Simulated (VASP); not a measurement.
# YMg6V (Amm2) in VASP: notebook

The runs below take YMg6V through single point, with PBEsol.

All numbers are computed with VASP 6.6.1; they aren't measurements. Logs are shortened: lines on timing, memory, paths and dates and some standing lists are left out, and cuts for length are marked.

**1. Starting point**

Symmetry: Amm2, No. 38, orthorhombic system. Conventional cell: a = 5.093 Å, b = 6.508 Å, c = 11.200 Å, α = 90.00°, β = 90.00°, γ = 90.00°. Y (site symmetry mm2) has 2 V at 3.11 Å and 10 Mg at 3.15 to 3.32 Å as nearest neighbours. Around V (site symmetry mm2) lie 2 Y at 3.11 Å and 10 Mg at 3.14 to 3.27 Å. Around Mg (site symmetry mm2) lie 10 Mg at 3.19 to 3.26 Å and 2 V at 3.25 Å. Mg (site symmetry m) has 8 Mg at 3.13 to 3.32 Å and 2 V at 3.21 to 3.27 Å and 2 Y at 3.21 Å as nearest neighbours. Around Mg (site symmetry mm2) lie 10 Mg at 3.14 to 3.33 Å and 2 Y at 3.26 Å. Mg (site symmetry m) has 8 Mg at 3.13 to 3.38 Å and 2 V at 3.14 Å and 2 Y at 3.15 to 3.32 Å as nearest neighbours.

The cell comes from a database or a generator and needn't be the stable form of this composition.

**2. Single point, PBEsol, collinear spin, ferromagnetic start**

The input, INCAR:

```
SYSTEM = YMg6V
  PREC = Accurate
  ENCUT = 520
  EDIFF = 1E-6
  ISMEAR = 0
  SIGMA = 0.05
  LREAL = .FALSE.
  LASPH = .TRUE.
  NELM = 150
  ALGO = Normal
  ISIF = 2
  LWAVE = .FALSE.
  LCHARG = .FALSE.
  ISPIN = 2
  MAGMOM = 0 2 0 0 0 0 0 0
  LORBIT = 11
  LMAXMIX = 4
  GGA = PS
  NBANDS = 50
```

The input, KPOINTS:

```
Automatic mesh
0
G
  5 5 5
  0 0 0
```

The input, POSCAR:

```
YMg6V
1.0
    5.0927340000      0.0000000000      0.0000000000
    0.0000000000      3.2540330000      5.6001945000
    0.0000000000     -3.2540330000      5.6001945000
Y V Mg
1 1 6
Cartesian
    0.0000000000      0.0000000000      9.2573343159
    2.5463670000      0.0000000000      7.4769540816
    2.5463670000      0.0000000000      1.8548628211
    2.5463670000      1.5958298477      4.6950574637
    2.5463670000     -1.5958298477      4.6950574637
    0.0000000000      0.0000000000      3.7829537855
    0.0000000000      1.5628599854      6.5196680342
    0.0000000000     -1.5628599854      6.5196680342
```

Potentials or basis: VASP PAW PBE potentials, release 64 (Y_sv, V_sv, Mg_pv).

On the command line:

```bash
> cat potpaw_PBE.64/Y_sv/POTCAR potpaw_PBE.64/V_sv/POTCAR potpaw_PBE.64/Mg_pv/POTCAR > POTCAR
> mpirun -np 1 vasp_std > vasp.out
```

OUTCAR:

```text
SYSTEM = YMg6V
   PREC = Accurate
   ENCUT = 520
   EDIFF = 1E-6
   ISMEAR = 0
   LREAL = .FALSE.
   LASPH = .TRUE.
   NELM = 150
   ISIF = 2
   ISPIN = 2
   LORBIT = 11
   GGA = PS

 ion  position               nearest neighbor table
   1  0.000  0.827  0.827-   2 3.11   2 3.11   8 3.15   7 3.15   5 3.21   4 3.21   4 3.21   5 3.21
                             6 3.26   6 3.26   8 3.32   7 3.32
   2  0.500  0.668  0.668-   1 3.11   1 3.11
   3  0.500  0.166  0.166-
   4  0.500  0.664  0.174-   1 3.21   1 3.21
   5  0.500  0.174  0.664-   1 3.21   1 3.21
   6  0.000  0.338  0.338-   1 3.26   1 3.26
   7  0.000  0.822  0.342-   1 3.15   1 3.32
   8  0.000  0.342  0.822-   1 3.15   1 3.32

  LATTYP: Found a base centered orthorhombic cell.
 ALAT       =     6.5080660000
 B/A-ratio  =     1.7210011392
 C/A-ratio  =     0.7825264833

  Lattice vectors:

 A1 = (   0.0000000000,   3.2540330000,  -5.6001945000)
 A2 = (   0.0000000000,   3.2540330000,   5.6001945000)
 A3 = (   5.0927340000,   0.0000000000,   0.0000000000)

Analysis of symmetry for initial positions (statically):
=====================================================================
 Subroutine PRICEL returns:
 Original cell was already a primitive cell.

 Routine SETGRP: Setting up the symmetry group for a
 base centered orthorhombic supercell.

 Subroutine GETGRP returns: Found  4 space group operations
 (whereof  4 operations were pure point group operations)
 out of a pool of  8 trial point group operations.

The static configuration has the point symmetry C_2v.

Analysis of symmetry for dynamics (positions and initial velocities):
=====================================================================
 Subroutine PRICEL returns:
 Original cell was already a primitive cell.

 Routine SETGRP: Setting up the symmetry group for a
 base centered orthorhombic supercell.

 Subroutine GETGRP returns: Found  4 space group operations
 (whereof  4 operations were pure point group operations)
 out of a pool of  8 trial point group operations.

The dynamic configuration has the point symmetry C_2v.

Analysis of structural, dynamic, and magnetic symmetry:
=====================================================================
 Subroutine PRICEL returns:
 Original cell was already a primitive cell.

 Routine SETGRP: Setting up the symmetry group for a
 base centered orthorhombic supercell.

 Subroutine GETGRP returns: Found  4 space group operations
 (whereof  4 operations were pure point group operations)
 out of a pool of  8 trial point group operations.

The overall configuration has the point symmetry C_2v.

 Subroutine INISYM returns: Found  4 space group operations
 (whereof  4 operations are pure point group operations),
 and found     1 'primitive' translations

----------------------------------------------------------------------------------------

                                     Primitive cell

  volume of cell :     185.6120

  direct lattice vectors                    reciprocal lattice vectors
     5.092734000  0.000000000  0.000000000     0.196358184  0.000000000  0.000000000
     0.000000000  3.254033000  5.600194500     0.000000000  0.153655479  0.089282613
     0.000000000 -3.254033000  5.600194500     0.000000000 -0.153655479  0.089282613

  length of vectors
     5.092734000  6.476952154  6.476952154     0.196358184  0.177711540  0.177711540

  position of ions in fractional coordinates (direct lattice)
     0.000000000  0.826519000  0.826519000
     0.500000000  0.667562000  0.667562000
     0.500000000  0.165607000  0.165607000
     0.500000000  0.664395000  0.173979000
     0.500000000  0.173979000  0.664395000
     0.000000000  0.337752000  0.337752000
     0.000000000  0.822235000  0.341951000
     0.000000000  0.341951000  0.822235000

  ion indices of the primitive-cell ions
[... 65 lines left out ...]
   total plane-waves  NPLWV =  92160
   dimension x,y,z NGX =    40 NGY =   48 NGZ =   48
   dimension x,y,z NGXF=    80 NGYF=   96 NGZF=   96
   ions per type =               1   1   6
   NGX,Y,Z   is equivalent  to a cutoff of  13.06, 12.32, 12.32 a.u.
   NGXF,Y,Z  is equivalent  to a cutoff of  26.12, 24.64, 24.64 a.u.
 SYSTEM =  YMg6V
   PREC   = accura    normal or accurate (medium, high low for compatibility)
   ISTART =      0    job   : 0-new  1-cont  2-samecut
   ICHARG =      2    charge: 1-file 2-atom 10-const
   ISPIN  =      2    spin polarized calculation?
   LNONCOLLINEAR =      F non collinear calculations
   LSORBIT =      F    spin-orbit coupling
   LASPH  =      T    aspherical Exc in radial PAW
   ENCUT  =  520.0 eV  38.22 Ry    6.18 a.u.   9.47 12.04 12.04*2*pi/ulx,y,z
   NELM   =    150;   NELMIN=  2; NELMDL= -5     # of ELM steps
   EDIFF  = 0.1E-05   stopping-criterion for ELM
   LREAL  =      F    real-space projection
   EDIFFG = 0.1E-04   stopping-criterion for IOM
   NSW    =      0    number of steps for IOM
   IBRION =     -1    ionic relax: 0-MD 1-quasi-New 2-CG
   NFREE  =      0    steps in history (QN), initial steepest desc. (CG)
   ISIF   =      2    stress and relaxation
   ISYM   =      2    0-nonsym 1-usesym 2-fastsym
   POTIM  = 0.5000    time-step for ionic-motion
   TEBEG  =    0.0;   TEEND  =   0.0 temperature during run
   PSTRESS=    0.0 pullay stress
   NELECT =      72.0000    total number of electrons
   NUPDOWN=      -1.0000    fix difference up-down
   EMIN   =  10.00;   EMAX   =-10.00  energy-range for DOS
   EFERMI =   0.00;   METHOD = LEGACY
   ISMEAR =     0;   SIGMA  =   0.05  broadening in eV -4-tet -1-fermi 0-gaus
   EFERMI_NEDOS =   21; number of points for ismear=-14 and -15
   IALGO  =     38    algorithm
   IMIX   =      4    mixing-type and parameters
     AMIX     =   0.40;   BMIX     =  1.00
     AMIX_MAG =   1.60;   BMIX_MAG =  1.00
  volume/ion in A,a.u.               =      23.20       156.57
  Fermi-wavevector in a.u.,A,eV,Ry     =   1.193943  2.256225 19.395108  1.425500
  Thomas-Fermi vector in A             =   2.329945
   LORBIT       =     11    0 simple, 1 ext, 2 COOP (PROOUT), +10 PAW based schemes
   GGA     = PS    functional components
   LHFCALC =     F    Hartree Fock is set to
   AEXX    =    0.0000 exact exchange contribution
   IVDW    =     0    specifies the selected vdW correction
   LEPSILON=     F    determine dielectric tensor
   LRPA    =     F    only Hartree local field effects (RPA)
 spin polarized calculation
 Gauss-broadening in eV      SIGMA  =   0.05
  energy-cutoff  :      520.00
  volume of cell :      185.61
 maximum number of plane-waves:      5016
 NGX is ok and might be reduce to    40
   NGX = 19   NGY = 25   NGZ = 25

 number of electron      72.0000021 magnetization       3.5117858

 Free energy of the ion-electron system (eV)
  ---------------------------------------------------
  ext. energy  EPLUGINS =         0.00000000
  ---------------------------------------------------
  free energy    TOTEN  =       -25.33024391 eV

  energy without entropy =      -25.32306756  energy(sigma->0) =      -25.32665574

 E-fermi :   2.7586     XC(G=0):  -9.2325

 val. band max:        2.7574809205   @ k =   0.0000   0.4000   0.4000
 cond. band min:       2.7604894367   @ k =   0.4000   0.4000  -0.0000
 fundamental gap:      0.0030085162
 Fermi energy:         2.7586453034

 spin component 1

 k-point     1 :       0.0000    0.0000    0.0000
  band No.  band energies     occupation
      1     -61.8383      1.00000
      2     -39.8750      1.00000
      3     -39.8671      1.00000
      4     -39.8396      1.00000
      5     -39.6747      1.00000
      6     -39.5286      1.00000
[... 1213 lines left out ...]
     47       6.5185      0.00000
     48       6.6461      0.00000

 [... further k-points ...]

 spin component 2

 k-point     1 :       0.0000    0.0000    0.0000
  band No.  band energies     occupation
      1     -59.3643      1.00000
      2     -39.8806      1.00000
      3     -39.8744      1.00000
      4     -39.8382      1.00000
      5     -39.6058      1.00000
      6     -39.5293      1.00000
[... 1213 lines left out ...]
     47       6.7340      0.00000
     48       7.1432      0.00000

 [... further k-points ...]

 [bands above 48 left out]

------------------------ aborting loop because EDIFF is reached ----------------------------------------

  FORCE on cell =-STRESS in cart. coord.  units (eV):
  Direction    XX          YY          ZZ          XY          YZ          ZX
  --------------------------------------------------------------------------------------
  -------------------------------------------------------------------------------------
  Total       -1.5661514     -1.2738652     -1.3915016      0.0000000      0.0000000      0.0000000
  in kB      -13.5188039    -10.9958296    -12.0112511      0.0000000      0.0000000      0.0000000
  external PRESSURE =     -12.1752948 kB  Pullay stress =       0.0000000 kB

 VOLUME and BASIS-vectors are now :
 -----------------------------------------------------------------------------
  energy-cutoff  :      520.00
  volume of cell :      185.61
      direct lattice vectors                 reciprocal lattice vectors
     5.092734000  0.000000000  0.000000000     0.196358184  0.000000000  0.000000000
     0.000000000  3.254033000  5.600194500     0.000000000  0.153655479  0.089282613
     0.000000000 -3.254033000  5.600194500     0.000000000 -0.153655479  0.089282613

 POSITION                                       TOTAL-FORCE (eV/Angst)
 -----------------------------------------------------------------------------------
      0.00000      0.00000      9.25733         0.000000      0.000000     -0.094525
      2.54637      0.00000      7.47695         0.000000      0.000000      0.068913
      2.54637      0.00000      1.85486         0.000000      0.000000      0.002878
      2.54637      1.59583      4.69506         0.000000     -0.004152      0.031344
      2.54637     -1.59583      4.69506         0.000000      0.004152      0.031344
      0.00000      0.00000      3.78295         0.000000      0.000000      0.013673
      0.00000      1.56286      6.51967         0.000000     -0.043984     -0.026814
      0.00000     -1.56286      6.51967         0.000000      0.043984     -0.026814
 -----------------------------------------------------------------------------------
    total drift:                               -0.000000     -0.000001      0.010436

  FREE ENERGIE OF THE ION-ELECTRON SYSTEM (eV)
  ---------------------------------------------------
  free  energy   TOTEN  =       -25.3302439105 eV

  energy  without entropy=      -25.3230675632  energy(sigma->0) =      -25.32665574

 total charge

# of ion       s       p       d       f       tot
--------------------------------------------------
    1        2.246   6.299   1.026   0.011   9.581
    2        2.242   6.077   2.998   0.000  11.318
    3        0.196   6.075   0.012   0.000   6.282
    4        0.216   6.087   0.012   0.000   6.315
    5        0.216   6.087   0.012   0.000   6.315
    6        0.221   6.086   0.012   0.000   6.318
    7        0.216   6.090   0.012   0.000   6.318
    8        0.216   6.090   0.012   0.000   6.318
--------------------------------------------------
tot          5.769  48.891   4.096   0.011  58.766

 magnetization (x)

# of ion       s       p       d       f       tot
--------------------------------------------------
    1        0.008   0.054   0.127   0.003   0.193
    2        0.046   0.037   2.529   0.000   2.612
    3       -0.008   0.001   0.001   0.000  -0.006
    4       -0.009   0.002   0.001   0.000  -0.007
    5       -0.009   0.002   0.001   0.000  -0.007
    6        0.006  -0.003  -0.000   0.000   0.003
    7       -0.006   0.004   0.002   0.000  -0.000
    8       -0.006   0.004   0.002   0.000  -0.000
--------------------------------------------------
tot          0.020   0.101   2.663   0.003   2.787
```

It took 8.9 min on 1 thread of Intel Xeon Platinum 8488C (Sapphire Rapids), shared host; peak memory 0.6 GiB.

What came out:

| Item | Value |
| --- | --- |
| Free energy | -25.3302 eV |
| Pressure | -1.2 GPa |
| Largest force | 0.095 eV/Å |
| Band gap on the k mesh | none (metal or under the smearing width) |
| Net moment | 3.51 μB per cell |
| Site moments | Y +0.19; V +2.61; Mg -0.01, +0.00, -0.00 μB |
| Valence electrons inside the program's atomic spheres | Y 9.58; V 11.32; Mg 6.28, 6.32 |

Forces on the atoms (eV/Å):
```
Y    0.000  0.000 -0.095
V    0.000  0.000  0.069
Mg   0.000  0.000  0.003
Mg   0.000 -0.004  0.031
Mg   0.000  0.004  0.031
Mg   0.000  0.000  0.014
Mg   0.000 -0.044 -0.027
Mg   0.000  0.044 -0.027
```

Caveat: the PAW data sets were made with another functional, which shifts forces and pressure a little.

**3. Single point, PBEsol, collinear spin, ferromagnetic start**

The input, run.py:

```python
from ase.calculators.vasp import Vasp
from ase.dft.bandgap import bandgap
from ase.io import read

atoms = read('YMg6V.xyz')
atoms.set_initial_magnetic_moments([0.0, 2.0, 0.0, 0.0, 0.0, 0.0, 0.0, 0.0])
calc = Vasp(
    directory='calc',
    xc='pbesol',
    pp='PBE',
    setups='materialsproject',
    prec='Accurate',
    encut=520,
    ediff=1e-06,
    ismear=0,
    sigma=0.05,
    lreal=False,
    lasph=True,
    nelm=100,
    algo='Normal',
    isif=2,
    lwave=False,
    lcharg=True,
    ispin=2,
    lorbit=11,
    lmaxmix=4,
    lelf=True,
    lvhar=True,
    kpts=[5, 5, 5],
    gamma=True,
)
atoms.calc = calc

print('energy (eV):', atoms.get_potential_energy())
print('free energy (eV):', atoms.get_potential_energy(force_consistent=True))
print('forces (eV/A):')
print(atoms.get_forces())
print('stress (eV/A^3, Voigt):', atoms.get_stress())
print('Fermi level (eV):', calc.get_fermi_level())
print('moment (muB):', atoms.get_magnetic_moment())
print('site moments (muB):', atoms.get_magnetic_moments())
gap, top, bottom = bandgap(calc)
print('band gap (eV):', gap, 'from (spin, k, band)', top, 'to', bottom)
```

The input, YMg6V.xyz:

```xyz
8
Lattice="5.0927340000 0.0000000000 0.0000000000 0.0000000000 3.2540330000 5.6001945000 0.0000000000 -3.2540330000 5.6001945000" Properties=species:S:1:pos:R:3 pbc="T T T"
Y      0.0000000000      0.0000000000      9.2573343159
V      2.5463670000      0.0000000000      7.4769540816
Mg     2.5463670000      0.0000000000      1.8548628211
Mg     2.5463670000      1.5958298477      4.6950574637
Mg     2.5463670000     -1.5958298477      4.6950574637
Mg     0.0000000000      0.0000000000      3.7829537855
Mg     0.0000000000      1.5628599854      6.5196680342
Mg     0.0000000000     -1.5628599854      6.5196680342
```

Potentials or basis: VASP PAW PBE potentials, release 64 (Y_sv, V_sv, Mg_pv).

On the command line:

```bash
> python run.py
```

Run time: 8.5 min. Hardware: 1 thread of Intel Xeon Platinum 8488C (Sapphire Rapids), shared host; peak memory 0.57 GiB.

The run converged. Its results:

```
Free energy                                           : -25.3302 eV
Pressure                                              : -1.2 GPa
Largest force                                         : 0.094 eV/Å
Band gap on the k mesh                                : none (metal or under the smearing width)
Net moment                                            : 3.51 μB per cell
Site moments                                          : Y +0.19; V +2.61; Mg -0.01, +0.00, -0.00 μB
Valence electrons inside the program's atomic spheres : Y 9.58; V 11.32; Mg 6.28, 6.32
```

Forces on the atoms (eV/Å):
```
Y    0.000  0.000 -0.094
V    0.000  0.000  0.069
Mg   0.000  0.000  0.003
Mg   0.000 -0.004  0.031
Mg   0.000  0.004  0.031
Mg   0.000  0.000  0.014
Mg   0.000 -0.044 -0.027
Mg   0.000  0.044 -0.027
```

Stress tensor (GPa, compression positive):
```
-1.36  0.00  0.00
 0.00 -1.10  0.00
 0.00  0.00 -1.21
```

Levels at points of the mesh, in eV from the Fermi level:
Spin up:
```
           k point  band 34  band 35  band 36  band 37  band 38  band 39  band 40  band 41  band 42  band 43
(0.00, 0.00, 0.00)    -1.11    -0.91    -0.83    -0.68    -0.07     0.18     0.81     0.97     1.00     2.28
```
Spin down:
```tsv
k point	band 32	band 33	band 34	band 35	band 36	band 37
(0.00, 0.00, 0.00)	-1.45	-0.98	-0.88	-0.35	0.45	0.93
```

Caveat: the PAW data sets were made with another functional, which shifts forces and pressure a little.

**4. For comparison**

An earlier run on the cell as given: functional PBE; potentials or basis VASP PAW PBE potentials, release 64 (Y_sv, V_sv, Mg); cutoff 520 eV; k mesh 5 × 5 × 5; occupations fermi-dirac, width 0.05 eV; collinear spin, ferromagnetic start; starting moments [0.0, 2.0, 0.0, 0.0, 0.0, 0.0, 0.0, 0.0] μB.

- Pressure: 0.0 GPa
- Largest force: 0.045 eV/Å
- Band gap on the k mesh: none (metal or under the smearing width)
- Net moment: 3.40 μB per cell
- Site moments: Y +0.17; V +2.60; Mg -0.01, +0.00, -0.00 μB
- Valence electrons inside the program's atomic spheres: Y 9.57; V 11.31; Mg 0.33, 0.36
